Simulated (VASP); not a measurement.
```
CELL_PARAMETERS angstrom
      3.51857     0.00000     0.00000
      0.00000     3.51857     0.00000
      0.00000     0.00000     3.51857
ATOMIC_POSITIONS crystal
  Al 0.00000 0.00000 0.00000
  Ni 0.00000 0.50000 0.50000
  Ni 0.50000 0.00000 0.50000
  Ni 0.50000 0.50000 0.00000
```

Computed with PBEsol GGA with spin-orbit coupling, VASP's PBE PAW potentials (set 64) (plane waves; VASP). Settings: 400 eV cut-off, 8×8×8 Γ-centred mesh, Gaussian smearing of 0.050 eV, potentials Al Ni. Starting moments (MAGMOM): 0 0 -0.0 0 0 0.2 0 0 0.2 0 0 0.2.

Task: Give the energies of bands 25 to 38 at the high-symmetry points, in eV from the Fermi level.

Result: 
```tsv
band	Γ	X	M	R
25	-0.23	-1.18	-1.21	-1.17
26	-0.07	-1.06	-1.18	-1.17
27	-0.04	-1.03	-1.15	-1.08
28	-0.01	-0.96	-1.09	-1.08
29	0.02	-0.96	-0.98	-0.91
30	0.33	-0.84	-0.96	-0.90
31	0.35	-0.48	-0.79	-0.27
32	0.38	-0.29	-0.62	-0.26
33	0.84	-0.04	-0.57	-0.25
34	0.84	0.35	-0.44	-0.22
35	0.85	5.64	0.90	-0.20
36	0.86	5.64	0.93	0.09
37	0.88	5.69	1.17	0.12
38	0.89	5.69	1.19	0.13
```

It has no gap at this level: it comes out as a metal or semimetal.

The compound is Ni3Al in the L1_2 structure. It was relaxed first.
